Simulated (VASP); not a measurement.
Consider the following.

```
CELL_PARAMETERS angstrom
      0.00000     2.73841     2.73841
      2.73841     0.00000     2.73841
      2.73841     2.73841     0.00000
ATOMIC_POSITIONS crystal
  Fe 0.00000 0.00000 0.00000
  Al 0.25000 0.25000 0.25000
```
Starting moments (μB, in the order of the record's atoms Fe Al): 2.3 -0.1.

Method: PBEsol GGA, VASP's PBE PAW potentials (set 64) (plane waves; VASP). Settings: 400 eV cut-off, Gaussian smearing of 0.050 eV, potentials Fe Al.

Problem. Give the spin-up energies of bands 1 to 9 at the high-symmetry points, in eV from the Fermi level.

Solution. 
```tsv
band	Γ	X	U	L	W
1	-7.51	-3.96	-4.07	-5.02	-3.97
2	-2.35	-3.51	-3.13	-2.93	-2.96
3	-2.35	-1.93	-2.11	-2.43	-2.36
4	-2.35	-1.73	-2.06	-2.43	-2.09
5	-2.15	-1.73	-1.78	-1.82	-1.70
6	-2.15	-1.64	-1.42	-1.82	-1.24
7	6.67	-0.98	-0.69	-1.24	-0.27
8	6.67	1.73	0.03	4.48	-0.05
9	6.67	1.73	2.48	4.48	0.88
```

Problem. Give the spin-down energies of bands 1 to 9 at the high-symmetry points, in eV from the Fermi level.

Solution. 
```
band      Γ      X      U      L      W
----  -----  -----  -----  -----  -----
1     -7.48  -3.75  -3.84  -4.88  -3.70
2     -0.96  -2.72  -2.17  -2.87  -1.75
3     -0.96  -0.66  -1.21  -0.73  -1.42
4     -0.96  -0.16  -0.38  -0.73  -0.73
5      0.36  -0.16  -0.29   0.30   0.04
6      0.36   0.71   0.38   0.41   0.17
7      7.10   0.73   0.58   0.41   0.73
8      7.10   1.93   1.50   4.75   1.07
9      7.10   1.93   2.86   4.75   2.21
```

It has no gap at this level: it comes out as a metal or semimetal.

The structure was generated: FeAl was put into the zinc blende type (F-43m), which need not be its known phase. It was relaxed first, which changed the volume by -18 %.
